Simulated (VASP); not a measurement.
```yaml
crystal:
  lattice:
    - [0.00000, 2.54125, 2.54125]
    - [2.54125, 0.00000, 2.54125]
    - [2.54125, 2.54125, 0.00000]
  atoms:
    - { symbol: Ni, position: [0.00000, 0.00000, 0.00000] }
    - { symbol: Si, position: [0.25000, 0.25000, 0.25000] }
```

The numbers are results of PBEsol GGA, VASP's PBE PAW potentials (set 64) (plane waves; VASP), not measurements. Run with 400 eV cut-off, Gaussian smearing of 0.050 eV, potentials Ni Si.

Q: Give the energies of bands 1 to 9 at the high-symmetry points, in eV from the Fermi level.

A: 
| band | Γ | X | U | L | W |
|---|---|---|---|---|---|
| 1 | -10.44 | -6.87 | -6.95 | -7.89 | -6.84 |
| 2 | -3.21 | -4.78 | -4.22 | -4.69 | -3.85 |
| 3 | -3.21 | -2.40 | -2.87 | -3.02 | -3.34 |
| 4 | -3.21 | -2.40 | -2.57 | -3.02 | -2.64 |
| 5 | -2.15 | -2.36 | -2.48 | -2.02 | -2.18 |
| 6 | -2.15 | -1.85 | -2.04 | -2.02 | -1.68 |
| 7 | 5.57 | -1.40 | -1.44 | -1.75 | -1.50 |
| 8 | 5.57 | 0.36 | -0.64 | 3.28 | -1.00 |
| 9 | 5.57 | 0.36 | 1.25 | 3.28 | 0.17 |

It has no gap at this level: it comes out as a metal or semimetal.

The structure was generated: NiSi was put into the zinc blende type (F-43m), which need not be its known phase. It was relaxed first, which changed the volume by -18 %. The run is not spin-polarised, so no magnetic state was tried.
